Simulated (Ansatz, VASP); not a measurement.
## One calculation of SiAs3, two programs

```
Si As
1.0
    -2.98103    2.98103    2.98103
     2.98103   -2.98103    2.98103
     2.98103    2.98103   -2.98103
Si As
1 3
Cartesian
  0.0000 0.0000 0.0000
  2.9810 0.0000 0.0000
  0.0000 2.9810 0.0000
  0.0000 0.0000 2.9810
```

Alike in both runs: task relaxation of cell and atoms; functional PBE; k mesh 4 × 4 × 4; occupations gaussian, width 0.1 eV; no spin polarisation.

|  | VASP | Ansatz |
| --- | --- | --- |
| version | VASP 6.6.1 | Ansatz 0.2.0 |
| potentials or method | VASP PAW PBE potentials, release 64 (Si, As) | scalar-relativistic, plane waves, PAW |
| plane-wave cutoff (eV) | 600 | 420 |
| valence electrons in the cell | 19 | 49 |

|  | VASP | Ansatz | Ansatz less VASP |
| --- | --- | --- | --- |
| gap on the k mesh at the Fermi level, each at its own relaxed structure (eV) | none | none | - |
| relaxed volume (Å³/atom) | 19.07 | 18.96 | -0.103 |
| relaxed cell length with the largest relative difference (Å) | 4.627 | 4.619 | -0.0083 |
| energy change over the relaxation (meV/atom) | -420 | -423 | -2.7 |

A gap of «none» marks a metal or a gap that the smearing closes. The two sets of potentials don't hold the same shells in valence.

Caveats: the k mesh is coarse (spacing up to 0.37 Å⁻¹), so the values aren't converged; the volume moved by over 15 % at a fixed basis, so the end points are rough (VASP).
